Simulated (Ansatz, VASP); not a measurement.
## Ga2TeS (Ga2STe monolayer): VASP beside Ansatz

One calculation is typed for both programs; each brings its own data sets. How far apart do they land? The structure shown is the end of the Ansatz relaxation below.

Calculated with Ansatz 0.2.0; plane waves, with VASP 6.6.1 beside it; single point at LDA.

## Step 1: Starting point

The cell holds 4 atoms: 1 Te, 2 Ga and 1 S. Cell: a = 3.784 Å, b = 3.784 Å, c = 39.951 Å, α = 90.0°, β = 90.0°, γ = 120.0°. Vacuum lies along c.

## Step 2: Ansatz: relaxation, LDA

Ansatz runs on its default PAW (the set named soft_2) files.

This run makes the geometry at which the two programs are then compared.

input.yaml

```yaml
crystal:
  lattice:
    - [3.8454, 0.0, 0.0]
    - [-1.9227, 3.3302140877, 0.0]
    - [0.0, 0.0, 39.9507218109]
  atoms:
    - { symbol: Te, position: [0.3333333333, 0.6666666667, 0.4442973542] }
    - { symbol: Ga, position: [0.0, 0.0, 0.4795887596] }
    - { symbol: Ga, position: [0.0, 0.0, 0.5406640015] }
    - { symbol: S, position: [0.3333333333, 0.6666666667, 0.5557026458] }
  periodic: [true, true, false]
kpoints:
  mp_grid: { grid: [12, 12, 1] }
hamiltonian:
  xc: lda
scf:
  occupations: { method: fermi_dirac, width: 0.05 }
  convergence: { dr2_threshold: 1.0e-09 }
relax:
  f_tol: 0.004
  max_steps: 90
  cell: {}
output:
  write_potential: true
  write_density: true
  volumetric_format: npy
```

Launch:

```sh
> ansatz run input.yaml --threads 4 --pin off --max-ram 6144MiB --backend cpu --events-out ev --progress --plain --runs-dir out
```

Numbers of over 12 decimals in the logs are rounded to 6 here.

What it wrote:

```text
Warning: relax.cell: scf.convergence.dr2_threshold = 1e-9 eV is looser than the 1.91549450332e-10 eV advised for a relaxation that steers and ends on the stress (1e-10 eV for each atom of the cell: 4, times the square of relax.cell.stress_2d_tol = 0.05 N/m over 14.5 Å (the atoms' height at the walk's start and 5 Å past either face), 3.460e-2 GPa, over a crystal's default 0.05). What an SCF threshold leaves in a stress goes as its square root, and in the free energy as the threshold itself, and one threshold admits the most on a small cell: [figures from the program's tests cut] Set scf.convergence.dr2_threshold to 1.91549450332e-10 eV or tighter. [rest of the remark cut]
Engine: ansatz 0.2.0, x86_64-unknown-linux-gnu
Pseudopotentials: kind: paw
Pseudopotential: Te, paw, valence charge 16, recommended cutoff 420 eV (normal), Te.paw.azcp
Pseudopotential: Ga, paw, valence charge 13, recommended cutoff 420 eV (normal), Ga.paw.azcp
Pseudopotential: S, paw, valence charge 6, recommended cutoff 420 eV (normal), S.paw.azcp
Functional definition: SPW92
  exchange = slater_x
  correlation = pw_c
Crystal: 4 atoms, lattice volume = 511.609 Å³
Basis set: ecut = 420 eV, 9937 PW (Γ)
Bands: 29, of which v1, the nominal top of the filled ones, is band 24 counted from 1 (23 counted from 0)
Symmetry: 6 space group operations
Space group: P3m1 (ITA 156), of the structure as read, at distance tolerance 8.0e-5 Å
k-points: 19 of 144 (time reversal used)
Non-local potential: Te, projectors of the file, l = 0: 2, l = 1: 2, l = 2: 2, l = 3: 2
Non-local potential: Ga, projectors of the file, l = 0: 2, l = 1: 2, l = 2: 3, l = 3: 1
Non-local potential: S, projectors of the file, l = 0: 2, l = 1: 2, l = 2: 2
PAW form: soft (Blöchl's): semilocal exchange-correlation on the pseudo side does not see the compensation charge
PAW frozen core: Te, regenerated for the run's functional, and the local potential with it (the file was generated under x = pbe(κ = 0.804, μ = 0.219515), c = pbe(β = 0.066725))
PAW frozen core: Ga, regenerated for the run's functional, and the local potential with it (the file was generated under x = pbe(κ = 0.804, μ = 0.219515), c = pbe(β = 0.066725))
PAW frozen core: S, regenerated for the run's functional, and the local potential with it (the file was generated under x = pbe(κ = 0.804, μ = 0.219515), c = pbe(β = 0.066725))
PAW one-centre angular grid: Te, 590 points (default); XC on 64 Gauss nodes
PAW one-centre angular grid: Ga, 590 points (default); XC on 64 Gauss nodes
PAW one-centre angular grid: S, 110 points (default); XC on 64 Gauss nodes
Initial density: superposition of atomic densities (neutral atoms: chi_scale 0, normalization atom), corrected by the library's trained network
Initial wavefunctions: pseudopotential atomic-orbital guess
Functional: x = slater, c = lda
SCF iter   1: F=—  HF=-15111.883805 eV  |F-HF|=—  |Δ(HF+E_count)|=         —  Δρ=2.40e-3  dr2=5.46e-2  ethr=1.77e-3  ⟨swp⟩=12.7  Hψ=3675  notcnv=0
preconditioner: auto → Resta (q_TF=auto, 1.839 Å⁻¹)  ε∞=1.5  [insulator: Δε(μ)=0.409 eV  Ē_g=13.941 eV  σ=0.050 eV  W_gap=0.96  n_scr=22 (ndim 8)  ℏωp=10.1 eV  f_vac=0.785  D(μ)=0.03/eV (n_scr^D=0)  ε∞_Penn≈1.5  vacuum switching on, ρ_ref=1.4e-2 e/Å³]
SCF iter   2: F=—  HF=-15111.895167 eV  |F-HF|=—  |Δ(HF+E_count)|=   1.14e-2  Δρ=1.96e-3  dr2=2.72e-1  ethr=1.14e-4  ⟨swp⟩=4.4  Hψ=1389  notcnv=0  defer=6
preconditioner: auto → LDOS  [metal: Δε(μ)=0.097 eV  Ē_g=13.936 eV  σ=0.050 eV  W_gap=0.38  n_scr=22 (ndim 8)  ℏωp=10.1 eV  f_vac=0.786  D(μ)=0.71/eV (n_scr^D=6)  β→1.0]
SCF iter   3: F=—  HF=-15111.880661 eV  |F-HF|=—  |Δ(HF+E_count)|=   1.45e-2  Δρ=9.18e-4  dr2=2.81e-2  ethr=1.14e-4  ⟨swp⟩=5.0  Hψ=1033  notcnv=0  defer=6
SCF iter   4: F=—  HF=-15111.876451 eV  |F-HF|=—  |Δ(HF+E_count)|=   4.21e-3  Δρ=2.62e-4  dr2=3.07e-3  ethr=5.86e-5  ⟨swp⟩=3.7  Hψ=1133  notcnv=0  defer=5
SCF iter   5: F=—  HF=-15111.875949 eV  |F-HF|=—  |Δ(HF+E_count)|=   5.03e-4  Δρ=1.04e-4  dr2=7.07e-5  ethr=6.41e-6  ⟨swp⟩=2.9  Hψ=921  notcnv=0  defer=5
SCF iter   6: F=—  HF=-15111.875933 eV  |F-HF|=—  |Δ(HF+E_count)|=   1.58e-5  Δρ=2.54e-5  dr2=8.67e-6  ethr=1.47e-7  ⟨swp⟩=3.1  Hψ=1239  notcnv=0  defer=5
SCF iter   7: F=—  HF=-15111.875935 eV  |F-HF|=—  |Δ(HF+E_count)|=   1.77e-6  Δρ=7.96e-6  dr2=2.45e-7  ethr=1.81e-8  ⟨swp⟩=3.0  Hψ=990  notcnv=0  defer=5
[...]
SCF iter   6: F=—  HF=-15112.173753 eV  |F-HF|=—  |Δ(HF+E_count)|=   1.71e-9  Δρ=5.81e-7  dr2=7.08e-9  ethr=2.62e-11  ⟨swp⟩=3.4  Hψ=1241  notcnv=0
SCF iter   7: F=-15112.173753 eV  HF=-15112.173753 eV  |F-HF|=7.46e-11  |Δ(HF+E_count)|=   1.25e-9  Δρ=1.59e-7  dr2=1.77e-10  ethr=2.08e-12  ⟨swp⟩=9.8  Hψ=4568  notcnv=0
SCF 6 converged in 7 iterations: F = -15112.173753 eV  dr2 = 1.77e-10
  Residual-converged pass: ⟨swp⟩=1.1  Hψ=631  notcnv=0  max |occ|·‖R‖ = 7.1e-9 eV (tolerance 1.0e-8 eV)  dr2=1.77e-10  dr2_onsite=2.57e-11  max |Δocc| = 1.7e-14
relax step   6: F+E_penalty+E_count = -15112.17375317 eV  Δ(F+E_penalty+E_count) = -4.864e-5 eV  max|allowed force component| = 7.168e-4 eV/Å  Δτ_max = 0.0016 Å  P = -0.009 N/m  Ω = 495.285 Å³  energy of the carried Pulay correction = +6.072e-4 eV  fix = [c, alpha, beta]  reactions: c -0.000 N/m  (7 SCF iters, accepted)
Initial wavefunctions: pseudopotential atomic-orbital guess (no wavefunctions were taken with the density)
iter 1 solved again at ethr=4.31e-7 eV; its pass at ethr=3.10e-3 eV (dr2=2.07e-4 eV) is discarded
SCF iter   1: F=—  HF=-15112.173181 eV  |F-HF|=—  |Δ(HF+E_count)|=         —  Δρ=1.42e-5  dr2=2.23e-7  ethr=4.31e-7  ⟨swp⟩=5.1  Hψ=6103  notcnv=0
eigensolver tolerance schedule: the retry pair's looser diagonalisation over-reported the residual by 928.98 of it (diagonalisation noise at 0.15 of the residual, at the tolerance the schedule requests for it); recorded, not acted on — ethr = c·dr2/N_el stays at c = 1.0e-1
preconditioner: auto → Resta (q_TF=auto, 1.849 Å⁻¹)  ε∞=1.5  [insulator: Δε(μ)=0.834 eV  Ē_g=13.927 eV  σ=0.050 eV  W_gap=1.00  n_scr=22 (ndim 8)  ℏωp=10.3 eV  f_vac=0.781  D(μ)=0.00/eV (n_scr^D=0)  ε∞_Penn≈1.5  vacuum switching on, ρ_ref=1.4e-2 e/Å³]
SCF iter   2: F=—  HF=-15112.173192 eV  |F-HF|=—  |Δ(HF+E_count)|=   1.15e-5  Δρ=9.79e-6  dr2=1.74e-7  ethr=4.64e-10  ⟨swp⟩=4.2  Hψ=1565  notcnv=0
SCF iter   3: F=—  HF=-15112.173192 eV  |F-HF|=—  |Δ(HF+E_count)|=   2.10e-8  Δρ=2.27e-6  dr2=1.18e-7  ethr=3.62e-10  ⟨swp⟩=2.0  Hψ=911  notcnv=0
SCF iter   4: F=—  HF=-15112.173192 eV  |F-HF|=—  |Δ(HF+E_count)|=   3.48e-9  Δρ=1.68e-6  dr2=2.41e-7  ethr=2.45e-10  ⟨swp⟩=3.4  Hψ=1181  notcnv=0
SCF iter   5: F=—  HF=-15112.173192 eV  |F-HF|=—  |Δ(HF+E_count)|=   2.39e-8  Δρ=5.53e-7  dr2=1.46e-8  ethr=2.45e-10  ⟨swp⟩=1.8  Hψ=584  notcnv=0
SCF iter   6: F=-15112.173192 eV  HF=-15112.173192 eV  |F-HF|=1.98e-10  |Δ(HF+E_count)|=   1.11e-9  Δρ=1.74e-7  dr2=1.44e-10  ethr=2.08e-12  ⟨swp⟩=13.5  Hψ=4928  notcnv=0
SCF 7 converged in 6 iterations: F = -15112.173192 eV  dr2 = 1.44e-10
relax step   7: F+E_penalty+E_count = -15112.17319212 eV  Δ(F+E_penalty+E_count) = +5.611e-4 eV  max|allowed force component| = 5.976e-4 eV/Å  Δτ_max = 0.0000 Å  P = -0.011 N/m  Ω = 495.285 Å³  fix = [c, alpha, beta]  reactions: c -0.000 N/m  stress off target by 1.10e-2 N/m on what of the cell is left free  SCF on the basis re-selected at this cell (its energy is not comparable with the rows above)  (6 SCF iters)
basis re-selected at this cell: Δ(F+E_penalty+E_count) = +5.611e-4 eV, ΔP = -0.002 N/m vs the last step (what re-selecting the basis moved, of the pressure what is left beyond the Pulay correction that the steps carried, after the strain that the cell walked since its last selection, with what the two solves' SCF thresholds leave and, on support functions, any second-order correction that the steps lacked; it is no m [...]
WARN: The output density's exchange-correlation potential varies sharply where the density is thin. Do not read a vacuum level from v_tot or v_xc, or from such a field of the output density. On a cell that repeats whose density bears no net charge and no dipole along the vacuum's axis use v_es (v_loc + v_h of the components); under efield.dipole_correction with no amplitude use v_es + v_field, which holds any externa [...]
SCF converged after 6 iterations
Free energy (F): -15112.173192 eV
Harris-Foulkes:  -15112.173192 eV  (|F-HF|=1.98e-10)
Internal energy: -15112.173187 eV  (E = F + TS)
E sigma→0 (E₀):  -15112.173190 eV
Entropy (-TS):   -0.000005 eV (-0.001 meV/atom)
Fermi energy:    -4.697861 eV
--- Per-component energies (eV) ---
  E_band       = -1014.347918
  E_kinetic    = 521.270352
  E_local      = -137686.259240  (includes V_loc(G=0)·N_el)
  E_nonlocal   = 577.779716
  E_hartree    = 68548.559374
  E_xc         = -357.632200
  E_vxc        = -309.616471  (∫ρ·V_xc dr)
  E_paw        = -8903.789436  (= ΣΔE_a)
  E_vpaw       = -1214.640296  (= ΣTr[D̂ρ^β])
  E_aug_tail   = -0.000430  (compensation charges beyond the density's cutoff)
  E_ewald      = 62183.609858
  E_core_change = 4.288819  (= ΣΔE_core)
  E_smearing   = -0.000005  (= −TS)
  E_closure    = 0.000000  (closes the sum)
  Σ components = -15112.173192   (vs F -15112.173192, Δ=0.00e0)
--- Forces (eV/Å), atoms counted from 1 ---
  atom   1  Te     0.00000000     0.00000000    -0.00008204
  atom   2  Ga     0.00000000    -0.00000000    -0.00031265
  atom   3  Ga     0.00000000    -0.00000000     0.00040473
  atom   4  S      0.00000000     0.00000000    -0.00078164
  max |Σ_I F_I| component: 7.72e-4 eV/Å
--- 2D stress c σ (N/m, compression-positive) ---
       -0.011010      -0.000000       0.000000
       -0.000000      -0.011010      -0.000000
        0.000000      -0.000000      -0.000000
  P = ½ c Tr σ = -0.0110 N/m
--- Band table (eV; the first three rows and the last of 19) ---
  k-point 0: bands = [... 20 lower, -7.4317, -6.1270, -5.1313, -5.1313, -4.2970, -2.1194, -1.4876, -1.4876, ... 1 higher]
  k-point 1: bands = [... 20 lower, -7.5246, -6.0983, -5.8157, -5.3075, -3.9063, -1.9359, -1.5128, -1.3271, ... 1 higher]
  k-point 2: bands = [... 20 lower, -7.7589, -7.1835, -5.9621, -5.7154, -3.3572, -2.5126, -1.1790, -0.9845, ... 1 higher]
  k-point 18: bands = [... 20 lower, -9.3034, -8.0636, -7.5672, -7.1362, -3.5644, -2.7480, -1.0879, -0.6149, ... 1 higher]
  the weakly bound empty levels are not read free of the cell's end (no_gap_told)
--- Relaxed structure (6 steps of the walk, 6 accepted, 1 SCFs on fresh bases) ---
  F+E_penalty+E_count = -15112.17319212 eV   max|allowed force component| = 5.976e-4 eV/Å   (the final SCF, on the basis selected at the relaxed cell)
  cell:  # Å, volume = 495.2851 Å³
    - [3.783554, 0.0, 0]
    - [-1.891777, 3.276654, 0]
    - [0, 0, 39.9507218109]
  atoms:
    - { symbol: Te, position: [0.333333, 0.666667, 0.443440] }
    - { symbol: Ga, position: [0, -3.7007434155248937e-17, 0.477568] }
    - { symbol: Ga, position: [0, -3.7007434155248937e-17, 0.537641] }
    - { symbol: S, position: [0.333333, 0.666667, 0.561604] }
```

Reading the cycles: dr2 is the Hartree energy of the density residual (eV), the measure of convergence; HF is the Harris–Foulkes estimate of the energy, which meets the free energy F at convergence.

## Step 3: VASP: single point, LDA

The same cell, functional (in two slightly different forms), mesh and smearing now go to VASP, with its own data sets.

Lines of VASP's logs that name or quote its potential files are left out, and so is its time.

INCAR

```
SYSTEM = Ga2TeS
PREC = Accurate
ENCUT = 400
EDIFF = 1E-06
NELM = 120
ISMEAR = -1
SIGMA = 0.05
LREAL = .FALSE.
ALGO = Normal
GGA = CA
NBANDS = 25
LORBIT = 11
LWAVE = .FALSE.
LCHARG = .FALSE.
ISIF = 2
LDIPOL = .TRUE.
IDIPOL = 3
DIPOL = 0.5 0.5 0.505
LVHAR = .TRUE.
LASPH = .TRUE.
GGA_COMPAT = .FALSE.
EFERMI = MIDGAP
NELMDL = -8
```

POSCAR

```
Ga2TeS
1.0
    3.7835544964      0.0000000000      0.0000000000
   -1.8917772482      3.2766543105      0.0000000000
    0.0000000000      0.0000000000     39.9507218109
Te Ga S
1 2 1
Direct
    0.3333333333      0.6666666667      0.4434404503
    0.0000000000      0.0000000000      0.4775675525
    0.0000000000      0.0000000000      0.5376409114
    0.3333333333      0.6666666667      0.5616038469
```

KPOINTS

```
Automatic mesh
0
Gamma
12 12 1
0 0 0
```

Potentials, in the order of the species: Te, Ga_d and S (LDA family, release 64).

Launch:

```sh
> mpirun -np 1 vasp_std
```

What it wrote:

```text
[banner, memory and clock lines left out]
running    1 mpi-ranks, on    1 nodes
 distrk:  each k-point on    1 cores,    1 groups
 distr:  one band on    1 cores,    1 groups

 POSCAR found type information on POSCAR TeGaS
 POSCAR found :  3 types and       4 ions
 LDA part: xc-table for (Slater(with rela. corr.)+CA(PZ))
 , standard interpolation
 POSCAR, INCAR and KPOINTS ok, starting setup
 FFT: planning ... GRIDC
 FFT: planning ... GRID_SOFT
 FFT: planning ... GRID
 WAVECAR not read
 entering main loop
       N       E                     dE             d eps       ncg     rms          rms(c)
DAV:   1     0.210380545402E+03    0.21038E+03   -0.14232E+04  1198   0.100E+03
DAV:   2     0.682450623911E+01   -0.20356E+03   -0.20005E+03  1220   0.230E+02
DAV:   3    -0.166579960185E+02   -0.23483E+02   -0.23313E+02  1279   0.854E+01
DAV:   4    -0.176102327370E+02   -0.95224E+00   -0.95057E+00  1403   0.185E+01
DAV:   5    -0.176286315846E+02   -0.18399E-01   -0.18394E-01  1516   0.246E+00
DAV:   6    -0.176290006431E+02   -0.36906E-03   -0.36904E-03  1452   0.322E-01
DAV:   7    -0.176290135909E+02   -0.12948E-04   -0.12947E-04  1524   0.593E-02
DAV:   8    -0.176290139698E+02   -0.37893E-06   -0.37891E-06  1220   0.978E-03    0.889E+00
DAV:   9    -0.172443217733E+02    0.38469E+00   -0.70925E-01  1388   0.142E+01    0.522E+00
DAV:  10    -0.171626694678E+02    0.81652E-01   -0.48571E-01  1321   0.939E+00    0.122E+00
DAV:  11    -0.171664539022E+02   -0.37844E-02   -0.11724E-01  1156   0.395E+00    0.451E-01
DAV:  12    -0.171648263481E+02    0.16276E-02   -0.16118E-02  1252   0.199E+00    0.142E-01
DAV:  13    -0.171647906520E+02    0.35696E-04   -0.25850E-03  1164   0.763E-01    0.144E-01
DAV:  14    -0.171649370521E+02   -0.14640E-03   -0.77507E-04  1204   0.397E-01    0.846E-02
[...]
DAV:  19    -0.171655630417E+02   -0.94735E-04   -0.71459E-06   931   0.101E-02    0.347E-03
DAV:  20    -0.171655954203E+02   -0.32379E-04   -0.31360E-06   868   0.933E-03    0.329E-03
DAV:  21    -0.171656218808E+02   -0.26461E-04   -0.10325E-06   827   0.126E-02    0.169E-03
DAV:  22    -0.171656324537E+02   -0.10573E-04   -0.25695E-07   876   0.325E-03    0.173E-03
DAV:  23    -0.171656437691E+02   -0.11315E-04   -0.31831E-07   760   0.238E-03    0.103E-03
DAV:  24    -0.171656466432E+02   -0.28741E-05   -0.62280E-08   836   0.292E-03    0.608E-04
DAV:  25    -0.171656492335E+02   -0.25902E-05   -0.51810E-08   753   0.420E-03    0.287E-04
DAV:  26    -0.171656496847E+02   -0.45125E-06   -0.10648E-08   777   0.904E-04
   1 F= -.17165650E+02 E0= -.17165647E+02  d E =-.470988E-05
```

(Continued in part 2 of 2.)

[Lines on the potential files, build, host, timing and source positions are cut from VASP's logs without a mark.]

[Logs are printed without paths, hosts, clocks, repeated set-up lines and the standing remarks that a program may print on its own settings, such as how far it seeks lower states.]

[Hosts, paths, dates, database ids (printed as entryN), source tags and the programs' standing remarks are cut or masked in the printed files.]
